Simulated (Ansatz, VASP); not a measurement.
**RuSe: VASP beside Ansatz**

Contents of INCAR:

```
SYSTEM = RuSe
PREC = Accurate
ENCUT = 520
EDIFF = 1E-6
ISMEAR = 0
SIGMA = 0.05
LREAL = .FALSE.
LASPH = .TRUE.
NELM = 150
ALGO = Normal
ISIF = 2
LWAVE = .FALSE.
LCHARG = .FALSE.
LMAXMIX = 4
LDAU = .TRUE.
LDAUTYPE = 2
LDAUL = 2 -1
LDAUU = 6 0
LDAUJ = 0 0
LDAUPRINT = 1
GGA = PE
NBANDS = 17
```

KPOINTS

```
regular mesh
0
G
  6 6 6
  0 0 0
```

Contents of POSCAR:

```
RuSe
1.0
    3.1876923100      0.0000000000      0.0000000000
    0.0000000000      3.1876923100      0.0000000000
    0.0000000000      0.0000000000      3.1876923100
Ru Se
1 1
Direct
    0.0000000000      0.0000000000      0.0000000000
    0.5000000000      0.5000000000      0.5000000000
```

The input input.yaml:

```yaml
crystal:
  lattice:
    - [3.18769231, 0.0, 0.0]
    - [0.0, 3.18769231, 0.0]
    - [0.0, 0.0, 3.18769231]
  atoms:
    - { symbol: Ru, position: [0.0, 0.0, 0.0] }
    - { symbol: Se, position: [0.5, 0.5, 0.5] }
kpoints:
  mp_grid: { grid: [6, 6, 6] }
scf:
  occupations: { method: gaussian, width: 0.05 }
hamiltonian:
  xc: pbe
  pseudopotentials: { kind: all_electron, lapw: { basis_error: 0.001 } }
  hubbard:
    sites: [{ species: Ru, l: d, u_eff: 6 }]
    double_counting: fll
    projectors: ortho-atomic
output:
  forces: true
  stress: true
  eigenvalues: true
  hubbard: {}
```

The cell comes from a database or a generator and needn't be the stable form of this composition.

Alike in both runs: task single point; functional PBE; k mesh 6 × 6 × 6; occupations gaussian, width 0.05 eV; no spin polarisation; Hubbard terms Ru d U = 6.0 eV.

```csv
,VASP,Ansatz
version,VASP 6.6.1,Ansatz 0.2.0
potentials or method,"VASP PAW PBE potentials, release 64 (Ru_pv, Se)","all-electron LAPW, scalar-relativistic"
plane-wave cutoff (eV),520,see its input
```

```tsv
	VASP	Ansatz	Ansatz less VASP
gap on the k mesh at the Fermi level (eV)	none	none	-
pressure (GPa)	-10.7	-11.0	-0.29
```

The programs project onto different local orbitals, so the same U acts differently. A gap of «none» marks a metal or a gap that the smearing closes. Ansatz ran all-electron here, so the differences hold the error of VASP's frozen core and of both bases.

Caveats: U without spin polarisation on a metal has little footing; the k mesh is thin for a metal, which can move the energy by tens of meV per atom (Ansatz); U is the effective U less J, on atomic orbitals that reach past the spheres (Ansatz).
